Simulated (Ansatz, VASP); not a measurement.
# Al12HO (Al(111)) in two plane-wave programs, part 2 of 2

One calculation is typed for both programs; each brings its own data sets and cutoff. How far apart do they land?

VASP 6.6.1 and Ansatz 0.2.0.

So far: The structure; Ansatz: single point, RPBE.

## Step 3: VASP: single point, RPBE

Level of this step: RPBE; plane waves and PAW (Al, O, H) (VASP).

The same cell, functional, mesh and smearing now go to VASP, with its own data sets and cutoff.

Lines of VASP's logs that name or quote its potential files are left out, and so is its time.

Input file INCAR:

```
SYSTEM = Al12HO
PREC = Normal
ENCUT = 440
EDIFF = 1E-06
NELM = 120
ISMEAR = 1
SIGMA = 0.15
LREAL = Auto
ALGO = Fast
GGA = RP
NBANDS = 35
LORBIT = 11
LWAVE = .FALSE.
LCHARG = .FALSE.
KPAR = 4
IDIPOL = 3
LDIPOL = .TRUE.
DIPOL = 0.5 0.5 0.527
LVHAR = .TRUE.
LVACPOTAV = .TRUE.
NEDOS = 1500
```

Input file POSCAR:

```
Al12HO
1.0
    5.7429020072      0.0000000000      0.0000000000
    2.8714510036      4.9734990297      0.0000000000
    0.0000000000      0.0000000000     19.6890598535
Al O H
12 1 1
Selective dynamics
Direct
    0.1666666700      0.1666666700      0.3809222000  F F F
    0.6666666700      0.1666666700      0.3809222000  F F F
    0.1666666700      0.6666666700      0.3809222000  F F F
    0.6666666700      0.6666666700      0.3809222000  F F F
    0.8367899306      0.3316050297      0.5000565210  T T T
    0.3316050297      0.3316050297      0.5000565210  T T T
    0.8333333300      0.8333333300      0.4955277264  T T T
    0.3316050297      0.8367899306      0.5000565210  T T T
    0.9915537281      0.9915537281      0.6151538330  T T T
    0.5168925438      0.9915537281      0.6151538330  T T T
    0.9915537281      0.5168925438      0.6151538330  T T T
    0.5000000000      0.5000000000      0.6125056181  T T T
    0.1666666700      0.1666666700      0.6735230421  T T T
    0.1666666700      0.1666666700      0.7234216019  T T T
```

Input file KPOINTS:

```
Automatic mesh
0
Gamma
6 6 1
0 0 0
```

Potentials, in the order of the species: Al, O and H (PBE family, release 64).

Launch:

```
> mpirun -np 4 vasp_std
```

Numbers of over 12 decimals in the logs are rounded to 6 here.

The program printed:

```text
[banner, memory and clock lines left out]
running    4 mpi-ranks, on    1 nodes
 distrk:  each k-point on    1 cores,    4 groups
 distr:  one band on    1 cores,    1 groups

 POSCAR found type information on POSCAR AlO H
 POSCAR found :  3 types and      14 ions
|                                                                             |
|               ----> ADVICE to this user running VASP <----                  |
|                                                                             |
|     You enforced a specific xc type in the INCAR file but a different       |
|     [... a line on the potential file left out ...]
|     I HOPE YOU KNOW WHAT YOU ARE DOING!                                     |
|                                                                             |

 LDA part: xc-table for (Slater+PW92), standard interpolation
 POSCAR, INCAR and KPOINTS ok, starting setup
 FFT: planning ... GRIDC
 FFT: planning ... GRID_SOFT
 FFT: planning ... GRID
 WAVECAR not read
 entering main loop
       N       E                     dE             d eps       ncg     rms          rms(c)
DAV:   1     0.170610133319E+03    0.17061E+03   -0.12490E+04   490   0.775E+02
DAV:   2    -0.274848499602E+02   -0.19809E+03   -0.18758E+03   651   0.156E+02
DAV:   3    -0.537436807160E+02   -0.26259E+02   -0.25752E+02   697   0.556E+01
DAV:   4    -0.545531704273E+02   -0.80949E+00   -0.80757E+00   604   0.113E+01
DAV:   5    -0.545830175389E+02   -0.29847E-01   -0.29831E-01   788   0.219E+00    0.968E+00
RMM:   6    -0.513076162606E+02    0.32754E+01   -0.90520E+00   546   0.940E+00    0.440E+00
RMM:   7    -0.509605429570E+02    0.34707E+00   -0.14968E+00   636   0.384E+00    0.250E+00
RMM:   8    -0.510318020795E+02   -0.71259E-01   -0.49882E-01   648   0.205E+00    0.170E+00
RMM:   9    -0.507146497163E+02    0.31715E+00   -0.18800E-01   654   0.133E+00    0.538E-01
RMM:  10    -0.506960763877E+02    0.18573E-01   -0.59381E-02   683   0.733E-01    0.310E-01
RMM:  11    -0.506846068597E+02    0.11470E-01   -0.19614E-02   627   0.484E-01    0.118E-01
RMM:  12    -0.506812133069E+02    0.33936E-02   -0.16069E-02   654   0.377E-01    0.112E-01
RMM:  13    -0.506814243585E+02   -0.21105E-03   -0.58951E-03   660   0.236E-01    0.469E-02
RMM:  14    -0.506815161551E+02   -0.91797E-04   -0.21997E-03   637   0.169E-01    0.374E-02
[...]
RMM:  18    -0.506826548100E+02   -0.30884E-03   -0.65256E-05   637   0.219E-02    0.412E-03
RMM:  19    -0.506830363765E+02   -0.38157E-03   -0.11702E-04   660   0.205E-02    0.317E-03
RMM:  20    -0.506830676161E+02   -0.31240E-04   -0.11597E-05   573   0.846E-03    0.272E-03
RMM:  21    -0.506830879248E+02   -0.20309E-04   -0.50308E-06   534   0.528E-03    0.208E-03
RMM:  22    -0.506830953784E+02   -0.74535E-05   -0.21201E-06   514   0.347E-03    0.156E-03
RMM:  23    -0.506830985053E+02   -0.31270E-05   -0.12502E-06   484   0.314E-03    0.111E-03
RMM:  24    -0.506831002977E+02   -0.17924E-05   -0.49203E-07   456   0.214E-03    0.809E-04
RMM:  25    -0.506831010728E+02   -0.77504E-06   -0.13754E-07   368   0.117E-03
|                                                                             |
|           W    W    AA    RRRRR   N    N  II  N    N   GGGG   !!!           |
|           W    W   A  A   R    R  NN   N  II  NN   N  G    G  !!!           |
|           W    W  A    A  R    R  N N  N  II  N N  N  G       !!!           |
|           W WW W  AAAAAA  RRRRR   N  N N  II  N  N N  G  GGG   !            |
|           WW  WW  A    A  R   R   N   NN  II  N   NN  G    G                |
|           W    W  A    A  R    R  N    N  II  N    N   GGGG   !!!           |
|                                                                             |
|     Did not find any points to average over, which means that no vacuum     |
|     field-free region was found. Please increase the size of  your cell     |
|     in the dimension of the dipole correction to obtain accurate            |
|     workfunction values.                                                    |
|                                                                             |

   1 F= -.50683101E+02 E0= -.50678776E+02  d E =-.129758E-01
```

Parts of OUTCAR (step 3):

```text
ion  position               nearest neighbor table
   1  0.167  0.167  0.381-   6 2.86   5 2.86   8 2.86   2 2.87   2 2.87   3 2.87   4 2.87   3 2.87
                             4 2.87
   2  0.667  0.167  0.381-   7 2.80   1 2.87   1 2.87   3 2.87   4 2.87   4 2.87   3 2.87   5 2.88
                             6 2.88
   3  0.167  0.667  0.381-   7 2.80   4 2.87   4 2.87   1 2.87   2 2.87   2 2.87   1 2.87   8 2.88
                             6 2.88
   4  0.667  0.667  0.381-   7 2.80   3 2.87   3 2.87   1 2.87   2 2.87   1 2.87   2 2.87   8 2.88
                             5 2.88
   5  0.837  0.332  0.500-  12 2.78   9 2.83  11 2.83   6 2.84   8 2.84   1 2.86   7 2.87   7 2.87
                             2 2.88   4 2.88   6 2.90   8 2.90
   6  0.332  0.332  0.500-  12 2.78  11 2.83  10 2.83   5 2.84   8 2.84   1 2.86   7 2.87   7 2.87
                             2 2.88   3 2.88   5 2.90   8 2.90
   7  0.833  0.833  0.496-   4 2.80   3 2.80   2 2.80  10 2.83  11 2.83   9 2.83   8 2.87   8 2.87
                             5 2.87   6 2.87   6 2.87   5 2.87
   8  0.332  0.837  0.500-  12 2.78   9 2.83  10 2.83   6 2.84   5 2.84   1 2.86   7 2.87   7 2.87
                             3 2.88   4 2.88   5 2.90   6 2.90
   9  0.992  0.992  0.615-  13 2.09  10 2.73  11 2.73   8 2.83   5 2.83   7 2.83  12 2.87  12 2.87
                            10 3.02  11 3.02
  10  0.517  0.992  0.615-  13 2.09   9 2.73  11 2.73   6 2.83   8 2.83   7 2.83  12 2.87  12 2.87
                             9 3.02  11 3.02
  11  0.992  0.517  0.615-  13 2.09  10 2.73   9 2.73   6 2.83   5 2.83   7 2.83  12 2.87  12 2.87
                            10 3.02   9 3.02
  12  0.500  0.500  0.613-   5 2.78   8 2.78   6 2.78  11 2.87  11 2.87   9 2.87  10 2.87   9 2.87
                            10 2.87
  13  0.167  0.167  0.674-  14 0.98  10 2.09  11 2.09   9 2.09
  14  0.167  0.167  0.723-  13 0.98

  LATTYP: Found a hexagonal cell.
 ALAT       =     5.7429020072
 C/A-ratio  =     3.4284164746

 Subroutine GETGRP returns: Found  6 space group operations
 (whereof  2 operations were pure point group operations)

The static configuration has the point symmetry C_1h.
 The point group associated with its full space group is C_3v.

 Found      7 irreducible k-points:

   k-points           NKPTS =      7   k-points in BZ     NKDIM =      7   number of bands    NBANDS=     35

   dimension x,y,z NGX =    30 NGY =   30 NGZ =  108
   dimension x,y,z NGXF=    60 NGYF=   60 NGZF=  216

   ENCUT  =  440.0 eV  32.34 Ry    5.69 a.u.   9.82  9.82 33.68*2*pi/ulx,y,z

   NELECT =      43.0000    total number of electrons

 k-points in reciprocal lattice and weights: Automatic mesh
   0.00000000  0.00000000  0.00000000       0.028
   0.16666667  0.00000000  0.00000000       0.167
   0.33333333  0.00000000  0.00000000       0.167
   0.50000000  0.00000000  0.00000000       0.083
   0.33333333  0.16666667  0.00000000       0.167
   0.50000000  0.16666667  0.00000000       0.333
  -0.33333333  0.33333333  0.00000000       0.056

 dipolmoment           0.000000      0.000000     -0.228528 electrons x Angstroem

 average (electrostatic) potential at core
       1 -79.9691       2 -79.8624       3 -79.8624       4 -79.8624       5 -79.7934
       6 -79.7934       7 -79.7443       8 -79.7934       9 -80.3185      10 -80.3185
      11 -80.3185      12 -79.7463      13 -77.5468      14 -41.6600

 E-fermi :   1.0627

 k-point     1 :       0.0000    0.0000    0.0000
  band No.  band energies     occupation
    ...
     19      -1.6411      2.00000
     20      -0.9175      2.00000
     21       0.6003      2.00012
     22       0.6003      2.00012
     23       0.6555      2.00084
     24       1.4532     -0.00144
     25       1.5727     -0.00002
     26       1.5727     -0.00002
     27       1.7095     -0.00000
     28       2.8468     -0.00000
    ...

 k-point     2 :       0.1667    0.0000    0.0000
  band No.  band energies     occupation
    ...
     19      -0.9100      2.00000
     20      -0.4833      2.00000
     21       0.3517      2.00000
     22       0.4163      2.00000
     23       0.6801      2.00184
     24       1.6064     -0.00000
     25       1.9530     -0.00000
     26       2.0678     -0.00000
     27       2.2047     -0.00000
     28       2.7902     -0.00000
    ...

 k-point     3 :       0.3333    0.0000    0.0000
  band No.  band energies     occupation
    ...
     18      -0.3867      2.00000
     19      -0.1430      2.00000
     20       0.4980      2.00000
     21       0.8049      2.03549
     22       1.0164      1.49531
     23       1.1474      0.19277
     24       2.0477     -0.00000
     25       2.2847     -0.00000
     26       2.3292     -0.00000
     27       2.5461     -0.00000
    ...

  Total       -1.4596483     -1.4596483     -0.2588877      0.0000000      0.0000000      0.0000000
  in kB       -4.1585353     -4.1585353     -0.7375706      0.0000000      0.0000000      0.0000000
  external PRESSURE =      -3.0182138 kB  Pullay stress =       0.0000000 kB

  energy-cutoff  :      440.00
  volume of cell :      562.37
      direct lattice vectors                 reciprocal lattice vectors
     5.742902007  0.000000000  0.000000000     0.174127993 -0.100532844  0.000000000
     2.871451004  4.973499030  0.000000000     0.000000000  0.201065687  0.000000000
     0.000000000  0.000000000 19.689059854     0.000000000  0.000000000  0.050789627

 POSITION                                       TOTAL-FORCE (eV/Angst)
 -----------------------------------------------------------------------------------
      1.43573      0.82892      7.50000        -0.000000     -0.000000      0.118938
      4.30718      0.82892      7.50000         0.000000      0.124575     -0.051994
      2.87145      3.31567      7.50000         0.107885     -0.062287     -0.051994
      5.74290      3.31567      7.50000        -0.107885     -0.062287     -0.051994
      5.75779      1.64924      9.84564        -0.011239      0.006489      0.005331
      2.85656      1.64924      9.84564         0.011239      0.006489      0.005331
      7.17863      4.14458      9.75648        -0.000000     -0.000000      0.022551
      4.30718      4.16177      9.84564        -0.000000     -0.012978      0.005331
      8.54159      4.93149     12.11180        -0.024010     -0.013862      0.004633
      5.81566      4.93149     12.11180         0.024010     -0.013862      0.004633
      7.17863      2.57076     12.11180        -0.000000      0.027724      0.004633
      4.30718      2.48675     12.05966        -0.000000     -0.000000      0.009109
      1.43573      0.82892     13.26104        -0.000000     -0.000000     -0.004913
      1.43573      0.82892     14.24349        -0.000000     -0.000000     -0.019594
 -----------------------------------------------------------------------------------
    total drift:                               -0.000011     -0.000006      0.030532

  FREE ENERGIE OF THE ION-ELECTRON SYSTEM (eV)
  ---------------------------------------------------
  free  energy   TOTEN  =       -50.6831010728 eV

  energy  without entropy=      -50.6701252995  energy(sigma->0) =      -50.67877582

 vacuum level on the upper side and lower side of the slab         3.430         4.878

 total charge
# of ion       s       p       d       tot
------------------------------------------
    1        0.449   0.301   0.000   0.750
    2        0.454   0.307   0.000   0.761
    3        0.454   0.307   0.000   0.761
    4        0.454   0.307   0.000   0.761
    5        0.425   0.344   0.000   0.769
    6        0.425   0.344   0.000   0.769
    7        0.429   0.354   0.000   0.783
    8        0.425   0.344   0.000   0.769
    9        0.423   0.319   0.000   0.742
   10        0.423   0.319   0.000   0.742
   11        0.423   0.319   0.000   0.742
   12        0.437   0.343   0.000   0.780
   13        1.589   3.562   0.000   5.151
   14        0.604   0.111   0.000   0.715
--------------------------------------------------
tot          7.413   7.583   0.000  14.995

[... 3 further parts left out ...]
```

This run has no spin polarisation. Its electron count is odd, so without a moment it is a metal by construction.

## Step 4: Comparison

Known differences besides the potentials themselves: the cutoff is 420 eV in Ansatz and 440 eV in VASP (PREC = Normal, projectors in real space); Ansatz makes its cores anew for this functional, VASP keeps those of its PBE data sets; VASP leaves aspherical gradient terms in its spheres out (LASPH is not set), Ansatz keeps them. Total energies have different zeros and are not compared.

Both answers:

```csv
quantity,Ansatz,VASP,difference
"work function, lower of the two faces (eV)",2.38,2.37,+0.01
"work function, higher of the two faces (eV)",3.81,3.82,0.00
```

Forces on 7 of the 14 atoms, those with the largest forces and the largest differences (eV/Å; atoms numbered as in POSCAR):

```csv
atom,"Ansatz x, y, z","VASP x, y, z"
Al1,"0.000, 0.000, 0.112","0.000, 0.000, 0.119"
Al2,"0.000, 0.125, -0.059","0.000, 0.125, -0.052"
Al3,"0.108, -0.062, -0.059","0.108, -0.062, -0.052"
Al4,"-0.108, -0.062, -0.059","-0.108, -0.062, -0.052"
Al11,"0.000, 0.040, 0.007","0.000, 0.028, 0.005"
O13,"0.000, 0.000, 0.121","0.000, 0.000, -0.005"
H14,"0.000, 0.000, -0.129","0.000, 0.000, -0.020"
```

The forces differ by 26 meV/Å r.m.s., which is 62.6 % of the r.m.s. force of 0.04 eV/Å (both taken over all components, held atoms included). VASP's log warns that it found no field-free region in the vacuum, so its work functions are uncertain.

## Step 5: Further runs

Further runs change the set-up of one program: Ansatz's method, potentials or start, or VASP's data sets, cutoff or form of LDA. The table gives Ansatz less VASP for each quantity, since a change that brings one quantity closer may part another.

```csv
run,r.m.s. force difference (meV/Å),"work function, lower of the two faces (eV)","work function, higher of the two faces (eV)"
as above,26,0.0088,-0.0018
cores kept as stored,26,0.0093,-0.0012
norm-conserving potentials (cutoff 1240 eV),47,-0.0022,0.0041
```

## Step 6: Results

| Property | Result |
| --- | --- |
| r.m.s. force difference (single point, RPBE) | 26 meV/Å |

**Reading.** The r.m.s. force difference is 26 meV/Å (single point, RPBE), beyond the 12 meV/Å picked in this series as the mark of a large difference. Single point, RPBE, cores kept as stored: the difference in work function, higher of the two faces goes from -0.0018 to -0.0012 eV. Single point, RPBE, norm-conserving potentials (cutoff 1240 eV): r.m.s. force difference goes from 26 to 47 meV/Å; the difference in work function, lower of the two faces goes from 0.0088 to -0.0022 eV; the difference in work function, higher of the two faces goes from -0.0018 to 0.0041 eV. 1 further run of this series is not shown here. How closely two codes agree says nothing of how well the functional describes the real material.

[Lines on the potential files, build, host, timing and source positions are cut from VASP's logs without a mark.]

[Logs are printed without paths, hosts, clocks, repeated set-up lines and the standing remarks that a program may print on its own settings, such as how far it seeks lower states.]

[Hosts, paths, dates, database ids (printed as entryN), source tags and the programs' standing remarks are cut or masked in the printed files.]
